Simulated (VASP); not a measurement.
Output of a VASP run:

**OSZICAR**
```
       N       E                     dE             d eps       ncg     rms          rms(c)
DAV:   1     0.465907786242E+03    0.46591E+03   -0.21351E+04  1920   0.178E+03
DAV:   2     0.754902222629E+00   -0.46515E+03   -0.45796E+03  2568   0.482E+02
DAV:   3    -0.414112355252E+02   -0.42166E+02   -0.42129E+02  2736   0.143E+02
DAV:   4    -0.432984185362E+02   -0.18872E+01   -0.18864E+01  2816   0.268E+01
DAV:   5    -0.433900305898E+02   -0.91612E-01   -0.91610E-01  2688   0.381E+00    0.242E+01
DAV:   6    -0.310701597856E+02    0.12320E+02   -0.10182E+02  3056   0.815E+01    0.125E+01
DAV:   7    -0.307770855382E+02    0.29307E+00   -0.23997E+01  2680   0.379E+01    0.725E+00
DAV:   8    -0.304358695037E+02    0.34122E+00   -0.10708E+00  2624   0.921E+00    0.426E+00
DAV:   9    -0.304129336061E+02    0.22936E-01   -0.16515E+00  2752   0.110E+01    0.274E+00
DAV:  10    -0.303377544069E+02    0.75179E-01   -0.42185E-01  2680   0.549E+00    0.716E-01
DAV:  11    -0.303364763996E+02    0.12780E-02   -0.39694E-02  2720   0.182E+00    0.432E-01
DAV:  12    -0.303340095001E+02    0.24669E-02   -0.18152E-02  2128   0.765E-01    0.916E-02
DAV:  13    -0.303340476893E+02   -0.38189E-04   -0.12079E-03  2736   0.293E-01    0.573E-02
DAV:  14    -0.303339958513E+02    0.51838E-04   -0.17387E-04  2480   0.137E-01    0.271E-02
DAV:  15    -0.303339898548E+02    0.59964E-05   -0.27255E-05  3016   0.459E-02    0.166E-02
DAV:  16    -0.303339868259E+02    0.30289E-05   -0.40819E-05  2736   0.452E-02    0.635E-03
DAV:  17    -0.303339861602E+02    0.66570E-06   -0.45242E-06  2464   0.171E-02    0.184E-03
DAV:  18    -0.303339860831E+02    0.77075E-07   -0.31266E-07  1968   0.520E-03
   1 F= -.30333986E+02 E0= -.30333986E+02  d E =0.000000E+00
```

### OUTCAR
```
------------------------ aborting loop because EDIFF is reached ----------------------------------------
  FORCE on cell =-STRESS in cart. coord.  units (eV):
  Direction    XX          YY          ZZ          XY          YZ          ZX
  --------------------------------------------------------------------------------------
  Total        0.0352925      0.0352925     -0.0112430      0.0000000      0.0000000      0.0000000
  in kB        0.7934155      0.7934155     -0.2527549      0.0000000      0.0000000      0.0000000
  external PRESSURE =       0.4446920 kB  Pullay stress =       0.0000000 kB
  volume of cell :       71.27
      direct lattice vectors                 reciprocal lattice vectors
     4.044780461  0.000000000  0.000000000     0.247232207  0.000000000  0.000000000
     0.000000000  4.044780461  0.000000000     0.000000000  0.247232207  0.000000000
     0.000000000  0.000000000  4.356143118     0.000000000  0.000000000  0.229560869
 POSITION                                       TOTAL-FORCE (eV/Angst)
 -----------------------------------------------------------------------------------
      0.00000      0.00000      0.06408         0.000000     -0.000000      0.016313
      2.02239      2.02239      2.32420         0.000000      0.000000     -0.000944
      2.02239      2.02239      4.15526         0.000000     -0.000000     -0.009337
      0.00000      2.02239      2.09500        -0.000000     -0.000000     -0.003016
      2.02239      0.00000      2.09500         0.000000     -0.000000     -0.003016
 -----------------------------------------------------------------------------------
    total drift:                                0.000000      0.000000     -0.001753
  FREE ENERGIE OF THE ION-ELECTRON SYSTEM (eV)
  ---------------------------------------------------
  free  energy   TOTEN  =       -30.3339860831 eV

  energy  without entropy=      -30.3339860831  energy(sigma->0) =      -30.33398608

 total charge

# of ion       s       p       d       tot
------------------------------------------
    1        2.013   5.643   0.261   7.917
    2        2.203   6.221   1.736  10.160
    3        1.566   3.459   0.000   5.025
    4        1.557   3.465   0.000   5.022
    5        1.557   3.465   0.000   5.022
--------------------------------------------------
tot          8.897  22.252   1.998  33.147

 Electric field gradients after diagonalization (V/A^2)
 (convention: |V_zz| > |V_xx| > |V_yy|)
----------------------------------------------------------------------
 ion       V_xx      V_yy      V_zz     asymmetry (V_yy - V_xx)/ V_zz
----------------------------------------------------------------------
   1       3.388     3.388    -6.775       0.000
   2     -13.795   -13.795    27.590       0.000
   3      -7.987    -7.987    15.975       0.000
   4     -22.813    -6.744    29.558       0.544
   5     -22.813    -6.744    29.558       0.544
```
(Selected blocks of OUTCAR.)

**POSCAR**
```
BaTiO3
1
    4.0447804612     0.0000000000     0.0000000000
    0.0000000000     4.0447804612    -0.0000000000
    0.0000000000    -0.0000000000     4.3561431175
Ba Ti O
1 1 3
Direct
  0.0000000000   0.0000000000   0.0147098990
  0.5000000000   0.5000000000   0.5335444481
  0.5000000000   0.5000000000   0.9538846784
  0.0000000000   0.5000000000   0.4809304872
  0.5000000000   0.0000000000   0.4809304872
```

Question: Write an INCAR and KPOINTS that could have produced this output.

Answer: One answer among several that fit: the input of the run itself, vdW-DF2, plane waves, VASP's PBE PAW potentials (set 64).

INCAR:
```
AGGAC  =  0.0
ALGO  =  Normal
EDIFF  =  1E-7
ENCUT  =  520
GGA  =  ML
ISIF  =  2
ISMEAR  =  -5
LASPH  =  .True.
LCHARG  =  .True.
LEFG  =  .True.
LMAXMIX  =  4
LORBIT  =  11
LREAL  =  .False.
LUSE_VDW  =  .True.
LWAVE  =  .False.
NEDOS  =  601
NELM  =  100
PREC  =  Accurate
SYSTEM  =  BaTiO3
ZAB_VDW  =  -1.8867
```

**KPOINTS**
```
Automatic mesh
0
Gamma
6 6 6
0 0 0
```

POTCAR, in this order: Ba_sv Ti_sv O (PBE.64 set). Program: vasp_std.

The compound is BaTiO3 in the tetragonal perovskite structure. It was relaxed first, which changed the volume by +11 %.
